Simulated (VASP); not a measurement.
Method: PBEsol GGA, VASP's PBE PAW potentials (set 64) (plane waves; VASP 6.6.1).

The input files of a VASP run:

**POSCAR**
```
CoC
1
    2.7797194769    -0.0000000000     0.0000000000
   -1.3898597385     2.4073077023     0.0000000000
    0.0000000000    -0.0000000000     4.6654543200
Co C
2 2
Direct
  0.0000000000   1.0000000000   0.0000000000
  0.0000000000   1.0000000000   0.5000000000
  0.3333330000   0.6666670000   0.2500000000
  0.6666670000   0.3333330000   0.7500000000
```

**KPOINTS**
```
kpoints
0
Gamma
14 14 8
```

**INCAR**
```
SYSTEM = CoC
PREC = Accurate
ENCUT = 520
EDIFF = 1E-7
NELM = 100
ALGO = Normal
LREAL = .FALSE.
LASPH = .TRUE.
ISMEAR = -5
GGA = PS
LMAXMIX = 4
LWAVE = .FALSE.
LCHARG = .TRUE.
LORBIT = 11
NEDOS = 601
ISIF = 2
LEFG = .TRUE.
```

POTCAR, in this order: Co C (PBE.64 set). Program: vasp_std.

### Question
What will the output report for the number of irreducible k-points (NKPTS), number of bands (NBANDS), largest plane-wave count, number of space-group operations, FFT grid (NGX, NGY, NGZ)?

### Answer

```json
{
 "number of irreducible k-points (NKPTS)": "120",
 "number of bands (NBANDS)": "17",
 "largest_plane_wave_count": "855",
 "number_of_space_group_operations": "24",
 "FFT grid (NGX, NGY, NGZ)": "24 × 24 × 36"
}
```

The structure was generated: CoC was put into the NiAs type type (P6_3/mmc), which need not be its known phase. It was relaxed first, which changed the volume by -22 %. The run is not spin-polarised, so no magnetic state was tried.
